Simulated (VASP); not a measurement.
Computed with PW91 GGA, VASP's PBE PAW potentials (set 64) (plane waves; VASP).

VASP input:

File POSCAR:
```
PbTe
1
    0.0000000000     3.3469900026     3.3469900026
    3.3469900026     0.0000000000     3.3469900026
    3.3469900026     3.3469900026     0.0000000000
Te Pb
1 1
Direct
  0.5000000000   0.5000000000   0.5000000000
  0.0000000000   0.0000000000   0.0000000000
```

### INCAR
```
LREAL = .False.
ISIF = 2   # forces and stress, cell fixed
GGA = 91   # PW91
PREC = Accurate
NELM = 100
LMAXMIX = 4   # l cut-off of mixed one-centre charges
EDIFF = 1E-7   # SCF stop (eV)
SYSTEM = PbTe
ISMEAR = 0   # Gaussian
ENCUT = 520
LWAVE = .False.
ALGO = Normal   # blocked Davidson
SIGMA = 0.05   # width (eV)
LASPH = .True.   # aspherical one-centre terms
LCHARG = .False.
```

File KPOINTS:
```
kpoints
0
G
7 7 7
0 0 0
```

POTCAR, in this order: Te Pb_d (PBE.64 set). Program: vasp_std.

The run wrote:

OUTCAR:
```
 ion  position               nearest neighbor table
   1  0.500  0.500  0.500-   2 3.35   2 3.35   2 3.35   2 3.35   2 3.35   2 3.35
   2  0.000  0.000  0.000-   1 3.35   1 3.35   1 3.35   1 3.35   1 3.35   1 3.35
  LATTYP: Found a face centered cubic cell.
 ALAT       =     6.6939800052
 Subroutine PRICEL returns:
 Original cell was already a primitive cell.
 Subroutine GETGRP returns: Found 48 space group operations
The static configuration has the point symmetry O_h .
The dynamic configuration has the point symmetry O_h .
 Subroutine INISYM returns: Found 48 space group operations
 Subroutine IBZKPT returns following result:
 Found     20 irreducible k-points:

 Following reciprocal coordinates:
            Coordinates               Weight
  0.000000  0.000000  0.000000      1.000000
  0.142857  0.000000  0.000000      8.000000
  0.285714  0.000000  0.000000      8.000000
  0.428571  0.000000  0.000000      8.000000
  0.142857  0.142857  0.000000      6.000000
  0.285714  0.142857  0.000000     24.000000
  0.428571  0.142857  0.000000     24.000000
 -0.428571  0.142857  0.000000     24.000000
 -0.285714  0.142857  0.000000     24.000000
 -0.142857  0.142857  0.000000     12.000000
  0.285714  0.285714  0.000000      6.000000
  0.428571  0.285714  0.000000     24.000000
 -0.428571  0.285714  0.000000     24.000000
 -0.285714  0.285714  0.000000     12.000000
  0.428571  0.428571  0.000000      6.000000
 -0.428571  0.428571  0.000000     12.000000
  0.428571  0.285714  0.142857     24.000000
 -0.428571  0.285714  0.142857     48.000000
 -0.428571  0.428571  0.142857     24.000000
 -0.285714  0.428571  0.142857     24.000000
   k-points           NKPTS =     20   k-points in BZ     NKDIM =     20   number of bands    NBANDS=     14
   number of dos      NEDOS =    301   number of ions     NIONS =      2
   total plane-waves  NPLWV =  46656
   dimension x,y,z NGX =    36 NGY =   36 NGZ =   36
...
```

### OSZICAR
```
       N       E                     dE             d eps       ncg     rms          rms(c)
DAV:   1     0.151483191972E+03    0.15148E+03   -0.89695E+03   560   0.131E+03
DAV:   2     0.389044203342E+01   -0.14759E+03   -0.14459E+03   596   0.327E+02
DAV:   3    -0.745161153118E+01   -0.11342E+02   -0.10838E+02   746   0.964E+01
DAV:   4    -0.775273836762E+01   -0.30113E+00   -0.30105E+00   688   0.193E+01
DAV:   5    -0.775992680630E+01   -0.71884E-02   -0.71884E-02   748   0.258E+00    0.271E+00
DAV:   6    -0.756411631474E+01    0.19581E+00   -0.51030E-01   696   0.633E+00    0.166E+00
DAV:   7    -0.755923314198E+01    0.48832E-02   -0.11010E-01   652   0.219E+00    0.868E-01
DAV:   8    -0.756128073496E+01   -0.20476E-02   -0.10616E-02   584   0.114E+00    0.132E-01
DAV:   9    -0.756117396431E+01    0.10677E-03   -0.17553E-03   814   0.389E-01    0.507E-02
DAV:  10    -0.756121039904E+01   -0.36435E-04   -0.15803E-04   596   0.115E-01    0.273E-02
DAV:  11    -0.756122220162E+01   -0.11803E-04   -0.27576E-05   620   0.495E-02    0.544E-03
DAV:  12    -0.756122248671E+01   -0.28509E-06   -0.88770E-07   784   0.656E-03    0.459E-03
DAV:  13    -0.756122222876E+01    0.25795E-06   -0.19181E-07   550   0.267E-03    0.103E-03
DAV:  14    -0.756122228638E+01   -0.57619E-07   -0.35216E-08   310   0.226E-03
   1 F= -.75612223E+01 E0= -.75612223E+01  d E =-.350274E-12
```

File OUTCAR:
```
------------------------ aborting loop because EDIFF is reached ----------------------------------------
  FORCE on cell =-STRESS in cart. coord.  units (eV):
  Direction    XX          YY          ZZ          XY          YZ          ZX
  --------------------------------------------------------------------------------------
  Total       -0.9404988     -0.9404988     -0.9404988      0.0000000      0.0000000     -0.0000000
  in kB      -20.0944247    -20.0944247    -20.0944247      0.0000000      0.0000000     -0.0000000
  external PRESSURE =     -20.0944247 kB  Pullay stress =       0.0000000 kB
  volume of cell :       74.99
      direct lattice vectors                 reciprocal lattice vectors
     0.000000000  3.346990003  3.346990003    -0.149387957  0.149387957  0.149387957
     3.346990003  0.000000000  3.346990003     0.149387957 -0.149387957  0.149387957
     3.346990003  3.346990003  0.000000000     0.149387957  0.149387957 -0.149387957
  FREE ENERGIE OF THE ION-ELECTRON SYSTEM (eV)
  ---------------------------------------------------
  free  energy   TOTEN  =        -7.5612222864 eV

  energy  without entropy=       -7.5612222864  energy(sigma->0) =       -7.56122229
```
(Selected blocks of OUTCAR.)

The compound is PbTe in the rock salt structure. This cell is one point of a volume scan, at 1.06 of the reference volume.
